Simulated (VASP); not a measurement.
Method: PBE GGA, VASP's PBE PAW potentials (set 64) (plane waves; VASP).

VASP ran on this input.

POSCAR:
```
B33N32
1
    7.2488848260     0.0000000000     0.0000000000
    0.0000000000     7.2488848260     0.0000000000
   -0.0000000000    -0.0000000000     7.2488848260
B N
33 32
Direct
  0.5000000000   0.0000000000   0.0000000000
  0.7500000000   0.2500000000   0.0000000000
  0.7500000000   0.0000000000   0.2500000000
  0.0000000000   0.0000000000   0.0000000000
  0.2470950000   0.2443310000   0.0067170000
  0.5034640000   0.5003420000   0.0042300000
  0.7500000000   0.7500000000   0.0000000000
  0.2449640000   0.9976510000   0.2454400000
  0.5027990000   0.2568010000   0.2518910000
  0.7431490000   0.4940840000   0.2509450000
  0.5032700000   0.0068770000   0.4934210000
  0.7441190000   0.2469870000   0.4942700000
  0.7500000000   0.0000000000   0.7500000000
  0.0000000000   0.5000000000   0.0000000000
  0.2500000000   0.7500000000   0.0000000000
  0.0010330000   0.2462420000   0.2501660000
  0.2494390000   0.5006050000   0.2510590000
  0.5020570000   0.7566080000   0.2529940000
  0.0000000000   0.0000000000   0.5000000000
  0.2433970000   0.2446250000   0.4964780000
  0.4971070000   0.5005510000   0.4946640000
  0.7500000000   0.7500000000   0.5000000000
  0.2500000000   0.0000000000   0.7500000000
  0.5055630000   0.2502700000   0.7560440000
  0.7500000000   0.5000000000   0.7500000000
  0.0000000000   0.7500000000   0.2500000000
  0.9993460000   0.4949750000   0.4937610000
  0.2461040000   0.7482700000   0.4990880000
  0.0000000000   0.2500000000   0.7500000000
  0.2437540000   0.4971390000   0.7437360000
  0.5000000000   0.7500000000   0.7500000000
  0.0000000000   0.7500000000   0.7500000000
  0.3719880000   0.3725060000   0.3786840000
  0.6196410000   0.1265320000   0.1221840000
  0.8750000000   0.3750000000   0.1250000000
  0.8750000000   0.1250000000   0.3750000000
  0.1212600000   0.1254140000   0.1276540000
  0.3787780000   0.3756750000   0.1202730000
  0.6279950000   0.6183040000   0.1251820000
  0.8750000000   0.8750000000   0.1250000000
  0.3797080000   0.1264600000   0.3743830000
  0.6183380000   0.3700150000   0.3770100000
  0.8750000000   0.6250000000   0.3750000000
  0.6318420000   0.1194690000   0.6291040000
  0.8750000000   0.3750000000   0.6250000000
  0.8750000000   0.1250000000   0.8750000000
  0.1238690000   0.6183000000   0.1232630000
  0.3750000000   0.8750000000   0.1250000000
  0.1259300000   0.3751480000   0.3750930000
  0.3685730000   0.6208280000   0.3717210000
  0.6250000000   0.8750000000   0.3750000000
  0.1198550000   0.1303360000   0.6195690000
  0.3799040000   0.3682310000   0.6198080000
  0.6289510000   0.6208770000   0.6242010000
  0.8750000000   0.8750000000   0.6250000000
  0.3750000000   0.1250000000   0.8750000000
  0.6250000000   0.3750000000   0.8750000000
  0.8750000000   0.6250000000   0.8750000000
  0.1250000000   0.8750000000   0.3750000000
  0.1183220000   0.6307970000   0.6214760000
  0.3750000000   0.8750000000   0.6250000000
  0.1250000000   0.3750000000   0.8750000000
  0.3750000000   0.6250000000   0.8750000000
  0.6250000000   0.8750000000   0.8750000000
  0.1250000000   0.8750000000   0.8750000000
```

**INCAR**
```
ISMEAR = 0   ! Gaussian
NELM = 100
SIGMA = 0.05   ! width (eV)
ISIF = 2   ! forces and stress, cell fixed
LORBIT = 10
SYSTEM = B33N32
NSW = 60   ! most ionic steps
NELECT = 257.0
LWAVE = .FALSE.
EDIFF = 1E-5   ! SCF stop (eV)
IBRION = 2   ! conjugate gradients
LASPH = .TRUE.   ! aspherical one-centre terms
ISYM = 0
ALGO = Fast
LREAL = Auto
ENCUT = 400   ! plane-wave cut-off (eV)
PREC = Normal
NELMIN = 4
GGA = PE   ! PBE
LCHARG = .FALSE.
MAGMOM = 65*0.0154
EDIFFG = -0.03
ISPIN = 2   ! spin-polarised
NUPDOWN = 1
```

### KPOINTS
```
Automatic mesh
0
Gamma
1 1 1
0 0 0
```

POTCAR, in this order: B N (PBE.64 set). Program: vasp_gam.

Question: What will the output report for the number of irreducible k-points (NKPTS), largest plane-wave count, FFT grid (NGX, NGY, NGZ)?

Answer: 
The number of irreducible k-points (NKPTS) is 1 and the largest plane-wave count is 3466. The FFT grid (NGX, NGY, NGZ) is 36 × 36 × 36.

The cell is a supercell with a defect, built from BN (zinc blende): B_i, charge +2.
